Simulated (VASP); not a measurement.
VASP input:

File POSCAR:
```
SrCl2
1
    0.0000000000     3.5598000000     3.5598000000
    3.5598000000     0.0000000000     3.5598000000
    3.5598000000     3.5598000000     0.0000000000
Sr Cl
1 2
Direct
  0.0000000000   0.0000000000   0.0000000000
  0.2500000000   0.2500000000   0.2500000000
  0.7500000000   0.7500000000   0.7500000000
```

INCAR:
```
SYSTEM = SrCl2
PREC = Accurate
ENCUT = 400
EDIFF = 1E-6
NELM = 100
ALGO = Normal
LREAL = .FALSE.
LASPH = .TRUE.
ISMEAR = 0
SIGMA = 0.05
GGA = PE
LMAXMIX = 4
LWAVE = .FALSE.
LCHARG = .FALSE.
ISIF = 2
```

File KPOINTS:
```
Automatic mesh
0
Gamma
4 4 4
0 0 0
```

POTCAR, in this order: Sr_sv Cl (PBE.64 set). Program: vasp_gam.

Question: Does this input run properly? What does VASP do?

Answer: There is a fault: the Γ-only program was given a k-mesh. VASP stops with an error: You are using the Gamma-point-only version with more than one k-point or some other non-Gamma k-point. ----> I REFUSE TO CONTINUE WITH THIS SICK JOB ... BYE!!! <----

File standard output:
```
 POSCAR found type information on POSCAR SrCl
 POSCAR found :  2 types and       3 ions
 Reading from existing POTCAR
 Reading from existing POTCAR
 LDA part: xc-table for (Slater+PW92), standard interpolation

 -----------------------------------------------------------------------------
|                                                                             |
|     EEEEEEE  RRRRRR   RRRRRR   OOOOOOO  RRRRRR      ###     ###     ###     |
|     E        R     R  R     R  O     O  R     R     ###     ###     ###     |
|     E        R     R  R     R  O     O  R     R     ###     ###     ###     |
|     EEEEE    RRRRRR   RRRRRR   O     O  RRRRRR       #       #       #      |
|     E        R   R    R   R    O     O  R   R                               |
|     E        R    R   R    R   O     O  R    R      ###     ###     ###     |
|     EEEEEEE  R     R  R     R  OOOOOOO  R     R     ###     ###     ###     |
|                                                                             |
|     You are using the Gamma-point-only version with more than one           |
|     k-point or some other non-Gamma k-point.                                |
|                                                                             |
|       ---->  I REFUSE TO CONTINUE WITH THIS SICK JOB ... BYE!!! <----       |
|                                                                             |
 -----------------------------------------------------------------------------
```

To mend it, run vasp_std.

The mended run (PBE GGA, plane waves, VASP's PBE PAW potentials (set 64)) converges, and its OSZICAR ends with
```
   1 F= -.12781356E+02 E0= -.12781356E+02  d E =-.150557E-14
```

The compound is SrCl2 in the fluorite structure. The cell was not relaxed at this level.
